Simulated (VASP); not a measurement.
# Γ, L and Δ conduction valleys of GaSb against volume, TB-mBJ with spin-orbit coupling

I calculate the energies of three conduction valleys of zinc-blende GaSb, at Γ, at L and along Γ–X (Δ), while the cell is scaled evenly from 0.94 to 1.06 of its PBEsol volume. Each energy is counted from the valence-band top at Γ in the same cell, so a shift in the table is that of the valley relative to this top. The question is how fast each valley moves and whether the order changes. It matters for infrared lasers, detectors and fast transistors: electrons in the Γ valley are light and recombine directly with holes, whereas those that spill into L are heavier and emit light poorly. If L falls below Γ, the gap becomes indirect.

## How the numbers were made

The start is a typed prototype cell. The crystal was relaxed with PBEsol. It is scaled evenly about that cell, atoms relaxed with PBEsol. VASP 6.6.1, plane waves with PAW, cutoff 450 eV, no spin polarisation. Band edges are single points at TB-mBJ with spin-orbit coupling on these cells, k mesh 7×7×7, read on short lines of k points at the zone centre and through the valleys; energies are counted from the valence-band top at the zone centre.  All levels use the PAW data sets made with PBE.

Notes on method and selection:

- A valley's energy from the valence-band top holds the shift of that top as well as the shift of the valley.
- The gap closes at PBEsol in some of these cells, but symmetry fixes the atoms at each volume, so the metallic state in the relaxation cannot displace them or put single points off the line.
- The TB-mBJ parameter c is fixed anew from the density of each cell, so it changes along the series.
- Runs that did not converge, have known faults or may not be shown are not listed, and runs on Ansatz's PAW sets soft_1 and soft_2 are kept to separate tables.

Columns:

- 100 ln(V/V0): 100 ln(V/V0), V0 the volume of the reference cell.
- Γ level (eV): lowest conduction level at Γ.
- Δ valley (eV): minimum of the conduction band along Γ–X.
- L valley (eV): conduction level at L.
- Γ mass (mₑ): curvature mass of the lowest conduction band at Γ, fitted within 0.05 1/Å.

## Computed values

| member | 100 ln(V/V0) | Γ level (eV) | Δ valley (eV) | L valley (eV) | Γ mass (mₑ) |
| --- | --- | --- | --- | --- | --- |
| V/V0 = 0.94 | −6.19 | 1.127 | 1.037 | 0.922 | 0.0700 |
| V/V0 = 0.955 | −4.60 | 1.008 | 1.068 | 0.891 | 0.0642 |
| V/V0 = 0.97 | −3.05 | 0.892 | 1.097 | 0.860 | 0.0583 |
| V/V0 = 0.985 | −1.51 | 0.779 | 1.123 | 0.830 | 0.0525 |
| V/V0 = 1 | 0.00 | 0.668 | 1.146 | 0.800 | 0.0467 |
| V/V0 = 1.015 | 1.49 | 0.560 | 1.168 | 0.771 | 0.0411 |
| V/V0 = 1.03 | 2.96 | 0.454 | 1.188 | 0.742 | 0.0355 |
| V/V0 = 1.045 | 4.40 | 0.351 | 1.206 | 0.714 | 0.0302 |
| V/V0 = 1.06 | 5.83 | 0.250 | 1.223 | 0.686 | 0.0250 |

Least-squares fits to the whole series, with x = 100 ln(V/V0); R² and errors in the fitted variable (y, or ln y where the fit is in ln y):

| y | members | fit | R² | rms residual | leave-one-out rms | the same for the mean of the others |
| --- | --- | --- | --- | --- | --- | --- |
| Γ level (eV) | 9 | y = 0.6711 − 0.07297 x | 1.00 | 0.0027 | 0.0038 | 0.32 |
| Δ valley (eV) | 9 | y = 1.1407 + 0.015394 x | 0.99 | 0.0050 | 0.0072 | 0.067 |

## The trend and its physics

The order changes twice under compression. From V/V0 = 0.985 upwards it is Γ, L, Δ, counted from the lowest, and the gap is direct. At 0.97 and 0.955 L is lowest and Γ second. At 0.94 Γ has also passed Δ, and the order is L, Δ, Γ.

The end members, 5.83 + 6.19 = 12.02 apart in $100\ln(V/V_0)$, give these mean slopes per unit of that variable, which is close to one per cent of volume:

- Γ: (0.250 − 1.127) / 12.02 = −0.0730 eV
- L: (0.686 − 0.922) / 12.02 = −0.0196 eV
- Δ: (1.223 − 1.037) / 12.02 = +0.0155 eV

Γ therefore moves 0.0730 / 0.0196 = 3.7 times as fast as L, and Δ moves the other way.

Bonding theory accounts for this ranking. The Γ conduction state is an antibonding combination of Ga and Sb s orbitals. Shorter bonds strengthen the s–s coupling and push this state up steeply against the p-like valence top. The L state mixes s with p character and responds less. The states near X have more p character and much of their density in the open interstices of the lattice, and relative to the valence top they sink slightly on compression. The same ranking is familiar from other zinc-blende semiconductors. Part of each slope may come from the TB-mBJ parameter c, which is fixed anew from the density of each cell. I also ran these cells with r2SCAN and spin-orbit coupling, a functional without this parameter, but those runs are left out here. How far the slopes depend on the functional is therefore not shown.

The Γ mass follows the Γ level down, from 0.0700 to 0.0250 mₑ. In $k\cdot p$ theory the conduction band owes its strong curvature to repulsion from the valence bands, and this repulsion grows as the gap narrows. The mass falls by a factor of 0.0700 / 0.0250 = 2.80 and the Γ level by 1.127 / 0.250 = 4.51, so the two are not proportional. One reason is the split-off band, which lies deeper and whose distance from the conduction band changes by a smaller factor. Another is probably the finite window of the mass fit, which matters most where the gap is small.

## Exceptions

Largest departures from the fit to the whole series:

| member | Γ level (eV) | fit | computed − fit | in rms residuals |
| --- | --- | --- | --- | --- |
| V/V0 = 1.06 | 0.250 | 0.246 | +0.004 | 1.6 |
| V/V0 = 0.94 | 1.127 | 1.123 | +0.004 | 1.6 |
| V/V0 = 1 | 0.668 | 0.671 | −0.003 | 1.2 |
| V/V0 = 1.015 | 0.560 | 0.562 | −0.002 | 0.9 |

The Γ level departs most from its straight line at the two ends, by +0.004 eV each, and next at V/V0 = 1, by −0.003 eV. This pattern is a slight, smooth bend. The slope is (1.008 − 1.127) / 1.59 = −0.0748 eV per unit between the two smallest cells and (0.250 − 0.351) / 1.43 = −0.0706 eV between the two largest. Orbital couplings that grow faster as bonds shorten would give a bend of this sign.

The Δ valley bends more in proportion, from (1.068 − 1.037) / 1.59 = +0.0195 to (1.223 − 1.206) / 1.43 = +0.0119 eV per unit. The proportion is large partly because the mean slope is small, but the change of slope itself, 0.0195 − 0.0119 = 0.0076 eV, also exceeds that of Γ, 0.0748 − 0.0706 = 0.0042 eV. I cannot name the cause. Energies in bulk cells of different volume have no common zero here, so only the distance between valley and valence top is known, and the bend cannot be divided between the two.

The value I trust least is the mass at V/V0 = 1.06. With $\hbar^2k^2/2m$ and $\hbar^2/2m_e$ of roughly 3.8 eV Å², a parabola of that mass rises by 3.8 × 0.05² / 0.0250 = 0.38 eV at the edge of the fitting window, more than the 0.250 eV gap. The real band flattens away from a parabola well before that, so the fitted mass is probably heavier than the mass at the very band edge.

## Problems

**At what volume do Γ and L cross?**
Γ minus L is 0.892 − 0.860 = +0.032 eV at V/V0 = 0.97 and 0.779 − 0.830 = −0.051 eV at 0.985. Linear interpolation puts the zero at −3.05 + 1.54 × 0.032 / (0.032 + 0.051) = −2.46 in $100\ln(V/V_0)$. In TB-mBJ the crossing is thus at V/V0 = exp(−2.46 / 100) = 0.976, a compression of about 2.4 % in volume or 0.8 % in lattice constant.

**Would an error of 0.3 % in the lattice constant upset the order at V/V0 = 1?**
It changes the volume by about 3 × 0.3 = 0.9 %. The Γ level then moves by 0.9 × 0.0730 = 0.066 eV, which is noticeable in a gap of 0.668 eV. The Γ–L separation changes by only 0.9 × (0.0730 − 0.0196) = 0.048 eV, against 0.800 − 0.668 = 0.132 eV available. Γ stays lowest.

**Which volume gives a direct gap of 0.5 eV, and what is the electron mass there?**
The target lies between V/V0 = 1.015 (0.560 eV) and 1.03 (0.454 eV), at a fraction 0.060 / 0.106 = 0.57 of the way. This gives 1.49 + 0.57 × 1.47 = 2.33, or V/V0 = exp(2.33 / 100) = 1.024. The mass is 0.0411 − 0.57 × (0.0411 − 0.0355) = 0.038 mₑ.

## Rules of thumb and their limits

Between 0.94 and 1.06 of the PBEsol volume, a single slope describes the Γ level to within a few meV, and L is also close to linear. For Δ I would use neighbouring rows, because its slope changes markedly along the series.

The volume at which Γ and L cross depends on the distance between the two levels as well as on their slopes, and it is given here for TB-mBJ alone. If TB-mBJ misplaces Γ against L by 0.05 eV, their crossing moves by 0.05 / (0.0730 − 0.0196) = 0.9 % in volume, the divisor being the difference between their slopes. The 0.05 eV is an assumed error, not a measured one; the r2SCAN runs left out here would be a second test of the crossing. In the most compressed cells the lowest conduction point lies slightly beside L, so the computed gap is marginally below the tabled L level.

Lattice vibrations are left out. In semiconductors of this kind they lower the direct gap, both through thermal expansion and through electron–phonon coupling. TB-mBJ also tends to make electron masses too heavy. The slopes apply to even scaling only; strain in a film on a substrate also splits the valence top and can split the L and Δ valleys.
